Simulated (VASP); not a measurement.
VASP input:

**INCAR**
```
# general
SYSTEM  = BeSe
PREC    = Accurate
ENCUT   = 520
LREAL   = F   # projection in real space or not
LASPH   = T

# electronic loop
EDIFF   = 1E-7   # SCF stop (eV)
NELM    = 100   # most electronic steps
ALGO    = Normal   # blocked Davidson
LMAXMIX = 4

# smearing
ISMEAR  = 0   # Gaussian
SIGMA   = 0.05   # width (eV)

# functional
GGA     = RP

# ions
ISIF    = 2   # forces and stress, cell fixed

# output
LWAVE   = F
LCHARG  = F
```

File KPOINTS:
```
Automatic mesh
0
Gamma
9 9 9
0 0 0
```

File POSCAR:
```
BeSe
1
    0.0000000000     2.5600446324     2.5600446324
    2.5600446324     0.0000000000     2.5600446324
    2.5600446324     2.5600446324     0.0000000000
Be Se
1 1
Direct
  0.0000000000   0.0000000000   0.0000000000
  0.2500000000   0.2500000000   0.2500000000
```

POTCAR, in this order: Be Se (PBE.64 set). Program: vasp_std.

Write an equivalent input for Quantum ESPRESSO's pw.x.

One equivalent input (not run):
```
&CONTROL
  calculation = 'scf'
  pseudo_dir = './pseudo'
  outdir = './out'
  tprnfor = .true.
  tstress = .true.
/
&SYSTEM
  ibrav = 0
  nat = 2
  ntyp = 2
  ecutwfc = 88
  occupations = 'smearing'
  smearing = 'gaussian'
  degauss = 0.003675
  input_dft = 'rpbe'
/
&ELECTRONS
  conv_thr = 7.3e-09
  electron_maxstep = 100
/
ATOMIC_SPECIES
  Be 9.012 Be.upf
  Se 78.971 Se.upf
CELL_PARAMETERS angstrom
     0.0000000    2.5600446    2.5600446
     2.5600446    0.0000000    2.5600446
     2.5600446    2.5600446    0.0000000
ATOMIC_POSITIONS crystal
  Be   0.0000000  0.0000000  0.0000000
  Se   0.2500000  0.2500000  0.2500000
K_POINTS automatic
  9 9 9 0 0 0
```
The two are equivalent in intent, not identical: the potentials are each code's own (VASP's PAW set, PseudoDojo norm-conserving files in pw.x), so ENCUT and ecutwfc are chosen apart and not converted; conv_thr bounds pw.x's estimated SCF error, while EDIFF bounds the energy change between steps.

The compound is BeSe in the zinc blende structure. This cell is one point of a volume scan, at 0.94 of the reference volume.
